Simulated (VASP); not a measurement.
Data:

```yaml
crystal:
  lattice:
    - [0.00000, 2.07965, 2.07965]
    - [2.07965, 0.00000, 2.07965]
    - [2.07965, 2.07965, 0.00000]
  atoms:
    - { symbol: Ti, position: [0.00000, 0.00000, 0.00000] }
    - { symbol: N, position: [0.50000, 0.50000, 0.50000] }
```

Level of theory: AM05 GGA, VASP's PBE PAW potentials (set 64) (plane waves; VASP). Numerical set-up: 520 eV cut-off, 15×15×15 Γ-centred mesh, first-order Methfessel-Paxton smearing of 0.10 eV, potentials Ti_sv N.

Give the stress tensor in GPa (positive for a compressed cell).

```
9.72  0.00  0.00
0.00  9.72  0.00
0.00  0.00  9.72
```
The pressure is its mean diagonal, 9.72 GPa.

The compound is TiN in the rock salt structure. This cell is one point of a volume scan, at 0.97 of the reference volume. The electron count is odd and the run is not spin-polarised, which forces a metal.
